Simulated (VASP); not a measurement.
Output of a VASP run:

File OSZICAR:
```
...
DAV:   7    -0.345341702513E+02    0.95201E-06   -0.13884E-05  8000   0.717E-02    0.361E-03
DAV:   8    -0.345341708782E+02   -0.62691E-06   -0.46349E-06  4944   0.395E-02
   7 F= -.34534171E+02 E0= -.34533978E+02  d E =-.820368E-03
       N       E                     dE             d eps       ncg     rms          rms(c)
DAV:   1    -0.345368698073E+02   -0.26996E-02   -0.19139E-01  7840   0.346E+00    0.454E-01
DAV:   2    -0.345356344562E+02    0.12354E-02   -0.32731E-02  6328   0.264E+00    0.203E-01
DAV:   3    -0.345346479252E+02    0.98653E-03   -0.61636E-03  6312   0.124E+00    0.989E-02
DAV:   4    -0.345345260856E+02    0.12184E-03   -0.59169E-04  7456   0.619E-01    0.569E-02
DAV:   5    -0.345344841326E+02    0.41953E-04   -0.17784E-04  6848   0.516E-01    0.256E-02
DAV:   6    -0.345344790215E+02    0.51111E-05   -0.60171E-05  7792   0.121E-01    0.898E-03
DAV:   7    -0.345344786558E+02    0.36571E-06   -0.74855E-06  6856   0.474E-02
   8 F= -.34534479E+02 E0= -.34534372E+02  d E =-.112815E-02
       N       E                     dE             d eps       ncg     rms          rms(c)
DAV:   1    -0.345351125684E+02   -0.63355E-03   -0.45826E-02  7824   0.169E+00    0.221E-01
DAV:   2    -0.345348056325E+02    0.30694E-03   -0.76443E-03  6344   0.129E+00    0.993E-02
DAV:   3    -0.345345702143E+02    0.23542E-03   -0.14559E-03  6328   0.645E-01    0.484E-02
DAV:   4    -0.345345497920E+02    0.20422E-04   -0.21671E-04  7040   0.421E-01    0.348E-02
DAV:   5    -0.345345319172E+02    0.17875E-04   -0.54336E-05  7056   0.280E-01    0.135E-02
DAV:   6    -0.345345304455E+02    0.14716E-05   -0.20192E-05  7192   0.483E-02    0.600E-03
DAV:   7    -0.345345302364E+02    0.20911E-06   -0.33453E-06  4536   0.529E-02
   9 F= -.34534530E+02 E0= -.34534468E+02  d E =-.117973E-02
       N       E                     dE             d eps       ncg     rms          rms(c)
DAV:   1    -0.345347640982E+02   -0.23365E-03   -0.20001E-01  5872   0.207E+00    0.126E-01
DAV:   2    -0.345350910070E+02   -0.32691E-03   -0.57058E-03  8368   0.698E-01    0.690E-02
DAV:   3    -0.345350179497E+02    0.73057E-04   -0.25504E-04  6880   0.295E-01    0.430E-02
DAV:   4    -0.345349912393E+02    0.26710E-04   -0.11676E-04  7648   0.347E-01    0.205E-02
DAV:   5    -0.345349869300E+02    0.43093E-05   -0.48439E-05  7032   0.242E-01    0.678E-03
DAV:   6    -0.345349871080E+02   -0.17800E-06   -0.12203E-05  6560   0.676E-02    0.353E-03
DAV:   7    -0.345349871417E+02   -0.33740E-07   -0.21600E-06  3752   0.210E-02
  10 F= -.34534987E+02 E0= -.34534992E+02  d E =-.456905E-03
       N       E                     dE             d eps       ncg     rms          rms(c)
DAV:   1    -0.345336240036E+02    0.13631E-02   -0.18013E+00  5864   0.619E+00    0.380E-01
DAV:   2    -0.345365872895E+02   -0.29633E-02   -0.52007E-02  8360   0.209E+00    0.209E-01
DAV:   3    -0.345359201189E+02    0.66717E-03   -0.23447E-03  6904   0.839E-01    0.132E-01
DAV:   4    -0.345356484183E+02    0.27170E-03   -0.10474E-03  7808   0.968E-01    0.592E-02
DAV:   5    -0.345356143828E+02    0.34035E-04   -0.43356E-04  6912   0.739E-01    0.225E-02
DAV:   6    -0.345356138210E+02    0.56179E-06   -0.10819E-04  7320   0.235E-01    0.103E-02
DAV:   7    -0.345356147561E+02   -0.93506E-06   -0.24853E-05  5968   0.583E-02    0.594E-03
DAV:   8    -0.345356147414E+02    0.14714E-07   -0.34347E-06  4840   0.334E-02
  11 F= -.34535615E+02 E0= -.34535826E+02  d E =-.108450E-02
```

**OUTCAR**
```
------------------------ aborting loop because EDIFF is reached ----------------------------------------
  FORCE on cell =-STRESS in cart. coord.  units (eV):
  Direction    XX          YY          ZZ          XY          YZ          ZX
  --------------------------------------------------------------------------------------
  Total        0.1249340      0.0653085      0.0758411      0.0000000      0.0000000      0.0000000
  in kB        1.8146519      0.9485976      1.1015823      0.0000000      0.0000000      0.0000000
  external PRESSURE =       1.2882773 kB  Pullay stress =       0.0000000 kB
  volume of cell :      110.31
      direct lattice vectors                 reciprocal lattice vectors
     4.250568755  0.000000000  0.000000000     0.235262634  0.000000000  0.000000000
     0.000000000  5.458644689  0.000000000     0.000000000  0.183195657  0.000000000
     0.000000000  0.000000000  4.754075951     0.000000000  0.000000000  0.210345819
 POSITION                                       TOTAL-FORCE (eV/Angst)
 -----------------------------------------------------------------------------------
      2.12528      0.00000      1.42953         0.000000      0.000000     -0.012942
      0.00000      2.72932      3.32455         0.000000      0.000000      0.012942
      0.00000      1.35209      0.74025         0.000000     -0.002140     -0.003614
      0.00000      4.10655      0.74025         0.000000      0.002140     -0.003614
      2.12528      4.08142      4.01383         0.000000     -0.002140      0.003614
      2.12528      1.37723      4.01383         0.000000      0.002140      0.003614
      0.00000      0.00000      3.12474         0.000000      0.000000      0.011871
      2.12528      2.72932      1.62933         0.000000      0.000000     -0.011871
 -----------------------------------------------------------------------------------
    total drift:                                0.000000      0.000000      0.000000
  FREE ENERGIE OF THE ION-ELECTRON SYSTEM (eV)
  ---------------------------------------------------
  free  energy   TOTEN  =       -34.5356147414 eV

  energy  without entropy=      -34.5362490959  energy(sigma->0) =      -34.53582619

 reached required accuracy - stopping structural energy minimisation
```
(Selected blocks of OUTCAR.)

**POSCAR**
```
Cu3Sn
1
    4.2465793815     0.0000000000     0.0000000000
    0.0000000000     5.5726808584     0.0000000000
    0.0000000000     0.0000000000     4.6631678565
Cu Sn
6 2
Direct
  0.5000000000   1.0000000000   0.3038603105
  0.0000000000   0.5000000000   0.6961396895
  0.0000000000   0.2478524173   0.1589669183
  0.0000000000   0.7521475827   0.1589669183
  0.5000000000   0.7478524173   0.8410330817
  0.5000000000   0.2521475827   0.8410330817
  0.0000000000   1.0000000000   0.6620554741
  0.5000000000   0.5000000000   0.3379445259
```

Question: Reconstruct the remaining input files.

Answer: Several could match; the one computed here: the input of the run itself, PBEsol GGA, plane waves, VASP's PBE PAW potentials (set 64).

### INCAR
```
SYSTEM = Cu3Sn
PREC = Accurate
ENCUT = 400
EDIFF = 1E-6
NELM = 100
ALGO = Normal
LREAL = .FALSE.
LASPH = .TRUE.
ISMEAR = 1
SIGMA = 0.1
GGA = PS
LMAXMIX = 4
LWAVE = .FALSE.
LCHARG = .FALSE.
IBRION = 2
ISIF = 3
NSW = 60
EDIFFG = -0.02
```

KPOINTS:
```
Automatic mesh
0
Gamma
7 5 6
0 0 0
```

POTCAR, in this order: Cu Sn_d (PBE.64 set). Program: vasp_std.

The structure comes from a measured Cu3Sn entry (Pmmn) of the Crystallography Open Database, whose conditions weren't checked. This run relaxes it. Symmetry was kept, so distortions that lower it aren't found. The start is the result of an earlier pass.
